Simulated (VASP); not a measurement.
These are PBE GGA, VASP's PBE PAW potentials (set 64) (plane waves; VASP) values and carry that method's errors.

VASP ran on this input.

File KPOINTS:
```
Automatic mesh
0
Gamma
9 9 9
0 0 0
```

### POSCAR
```
NiSi2
3.774570
  0.0000000000   0.7071067698   0.7071067698
  0.7071067698   0.0000000000   0.7071067698
  0.7071067698   0.7071067698   0.0000000000
Si Ni
2 1
Cart
  0.3535533849   0.3535533849   0.3535533849
  1.0606601547   1.0606601547   1.0606601547
  0.0000000000   0.0000000000   0.0000000000
```

**INCAR**
```
SYSTEM = NiSi2
PREC = Accurate
ENCUT = 300
EDIFF = 1E-6
NELM = 100
ALGO = Normal
LREAL = .FALSE.
LASPH = .TRUE.
ISMEAR = 0
SIGMA = 0.136
GGA = PE
LMAXMIX = 4
LWAVE = .FALSE.
LCHARG = .FALSE.
ISIF = 2
```

POTCAR, in this order: Si Ni (PBE.64 set). Program: vasp_std.

At this cut-off the stress carries a Pulay error, which pulls relaxed volumes low.

Task: What does the run give for the energy per atom (σ→0), pressure, band gap (on the k-mesh)?

Result: 
```json
{
 "energy per atom (σ→0)": "-5.764 eV/atom",
 "band gap (on the k-mesh)": "none (metal, semimetal or under 0.01 eV)",
 "pressure": "9.77 GPa"
}
```

**OSZICAR**
```
...
DAV:   8    -0.173556555194E+02    0.20183E-01   -0.20616E+00  1346   0.231E+01    0.291E+00
DAV:   9    -0.172985657218E+02    0.57090E-01   -0.32283E-01  1096   0.121E+01    0.653E-01
DAV:  10    -0.172960767137E+02    0.24890E-02   -0.16873E-02  1176   0.294E+00    0.229E-01
DAV:  11    -0.172961881787E+02   -0.11147E-03   -0.12109E-03  1107   0.363E-01    0.500E-02
DAV:  12    -0.172962238413E+02   -0.35663E-04   -0.99558E-05  1319   0.176E-01    0.266E-02
DAV:  13    -0.172962205864E+02    0.32550E-05   -0.38675E-05  1145   0.138E-01    0.115E-02
DAV:  14    -0.172962207595E+02   -0.17314E-06   -0.26301E-06  1008   0.124E-02
   1 F= -.17296221E+02 E0= -.17290994E+02  d E =-.104532E-01
```

The structure is a typed NiSi2 crystal. The cell was not relaxed at this level. The run is not spin-polarised, so no magnetic state was tried.
